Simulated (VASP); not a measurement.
An input for Ansatz (written as the equivalent of a VASP run, and not itself run):

Ansatz 0.2 input:
```yaml
crystal:
  lattice:
    - [3.5022147, 0.0000000, 0.0000000]
    - [-1.7511074, 3.0330066, 0.0000000]
    - [0.0000000, 0.0000000, 5.4362421]
  atoms:
    - { symbol: Rh, position: [0.0000000, 0.0000000, 0.0000000] }
    - { symbol: Rh, position: [0.0000000, 0.0000000, 0.5000000] }
    - { symbol: Si, position: [0.3333330, 0.6666670, 0.2500000] }
    - { symbol: Si, position: [0.6666670, 0.3333330, 0.7500000] }
kpoints:
  mp_grid: { grid: [9, 9, 5] }
hamiltonian:
  xc: pbesol
  pseudopotentials: { kind: paw }
scf:
  occupations: { method: methfessel_paxton, width: 0.1 }
  max_iter: 100
relax:
  max_steps: 60
  f_tol: 0.02
  cell: {}
output: { forces: true, stress: true, eigenvalues: true }
```

Translate this input to VASP (INCAR, KPOINTS, POSCAR, choice of POTCAR).

Several could match; the one computed here: 
File POSCAR:
```
RhSi
1.0
  3.5022147089   0.0000000000   0.0000000000
 -1.7511073544   3.0330065972   0.0000000000
  0.0000000000   0.0000000000   5.4362421341
Rh Si
2 2
Cart
  0.0000000000   0.0000000000   0.0000000000
  0.0000000000   0.0000000000   2.7181210670
 -0.0000017511   2.0220054091   1.3590605335
  1.7511091056   1.0110011881   4.0771816006
```

File KPOINTS:
```
Automatic
0
G
  9 9 5
0 0 0
```

INCAR:
```
SYSTEM=RhSi
PREC=Accurate; ENCUT=400; LREAL=.False.
LASPH=.True.
EDIFF=1E-6; NELM=100; ALGO=Normal
LMAXMIX=4
ISMEAR=1; SIGMA=0.1
GGA=PS
IBRION=2; NSW=60; ISIF=3
EDIFFG=-0.02
LWAVE=.False.; LCHARG=.False.
```

POTCAR, in this order: Rh_pv Si (PBE.64 set). Program: vasp_std.

Limits of the translation: each code has its own PAW files, so the cut-off isn't converted (ENCUT is set for VASP's; basis.ecutwfc is left out, and Ansatz then takes the one that its files recommend); Ansatz stops its SCF on the density residual and VASP on the energy change (EDIFF).

The structure was generated: RhSi was put into the NiAs type type (P6_3/mmc), which need not be its known phase. This run relaxes it. Symmetry was kept, so distortions that lower it aren't found. The start is the result of an earlier pass.
